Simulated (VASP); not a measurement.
Output of a VASP run:

OSZICAR:
```
       N       E                     dE             d eps       ncg     rms          rms(c)
DAV:   1     0.179749929795E+02    0.17975E+02   -0.31192E+03   560   0.774E+02
DAV:   2    -0.688798258832E+01   -0.24863E+02   -0.24376E+02   768   0.914E+01
DAV:   3    -0.743073166908E+01   -0.54275E+00   -0.54270E+00   720   0.169E+01
DAV:   4    -0.743341105994E+01   -0.26794E-02   -0.26794E-02   800   0.146E+00
DAV:   5    -0.743341775828E+01   -0.66983E-05   -0.66985E-05   744   0.674E-02    0.350E+00
DAV:   6    -0.739362796412E+01    0.39790E-01   -0.35376E-02   616   0.112E+00    0.213E+00
DAV:   7    -0.737676104458E+01    0.16867E-01   -0.49541E-02   624   0.149E+00    0.200E-01
DAV:   8    -0.737750743783E+01   -0.74639E-03   -0.36598E-03   624   0.357E-01    0.880E-02
DAV:   9    -0.737788793429E+01   -0.38050E-03   -0.61694E-04   704   0.170E-01    0.400E-02
DAV:  10    -0.737788418205E+01    0.37522E-05   -0.20773E-05   728   0.250E-02    0.230E-02
DAV:  11    -0.737789452757E+01   -0.10346E-04   -0.25919E-05   656   0.339E-02    0.397E-03
DAV:  12    -0.737789509845E+01   -0.57089E-06   -0.29118E-07   600   0.359E-03
   1 F= -.73778951E+01 E0= -.73778919E+01  d E =-.737790E+01
```

File OUTCAR:
```
------------------------ aborting loop because EDIFF is reached ----------------------------------------
  FORCE on cell =-STRESS in cart. coord.  units (eV):
  Direction    XX          YY          ZZ          XY          YZ          ZX
  --------------------------------------------------------------------------------------
  Total       -0.0106437     -0.0106437     -0.0106437     -0.0000000      0.0000000      0.0000000
  in kB       -0.2828103     -0.2828103     -0.2828103     -0.0000000      0.0000000      0.0000000
  external PRESSURE =      -0.2828103 kB  Pullay stress =       0.0000000 kB
  volume of cell :       60.30
      direct lattice vectors                 reciprocal lattice vectors
     0.000000000  3.112375889  3.112375889    -0.160648976  0.160648976  0.160648976
     3.112375889  0.000000000  3.112375889     0.160648976 -0.160648976  0.160648976
     3.112375889  3.112375889  0.000000000     0.160648976  0.160648976 -0.160648976
  FREE ENERGIE OF THE ION-ELECTRON SYSTEM (eV)
  ---------------------------------------------------
  free  energy   TOTEN  =        -7.3778950985 eV

  energy  without entropy=       -7.3778854671  energy(sigma->0) =       -7.37789189

 reached required accuracy - stopping structural energy minimisation
```
(Selected blocks of OUTCAR.)

### POSCAR
```
GaSb
1
    0.0000000000     3.1123758894     3.1123758894
    3.1123758894    -0.0000000000     3.1123758894
    3.1123758894     3.1123758894    -0.0000000000
Ga Sb
1 1
Direct
  0.0000000000   0.0000000000   0.0000000000
  0.2500000000   0.2500000000   0.2500000000
```

**Question.** Reconstruct the remaining input files.

**Answer.** One answer among several that fit: the input of the run itself, PBE GGA, plane waves, VASP's PBE PAW potentials (set 64).

**KPOINTS**
```
Automatic mesh
0
Gamma
9 9 9
0 0 0
```

INCAR:
```
SYSTEM = GaSb
ALGO = Normal
SIGMA = 0.1   # width (eV)
ENCUT = 480
LASPH = T   # aspherical one-centre terms
PREC = Accurate
LMAXMIX = 4   # l cut-off of mixed one-centre charges
LCHARG = F
NELM = 100   # most electronic steps
GGA = PE
ISIF = 3
LWAVE = F
IBRION = 2   # conjugate gradients
EDIFFG = -0.01   # ionic stop
LREAL = F   # projection in real space or not
NSW = 60
EDIFF = 1E-6   # SCF stop (eV)
ISMEAR = 1   # Methfessel-Paxton
```

POTCAR, in this order: Ga Sb (PBE.64 set). Program: vasp_std.

The compound is GaSb in the zinc blende structure. It was relaxed first, which changed the volume by +6 %. The start is the result of an earlier pass.
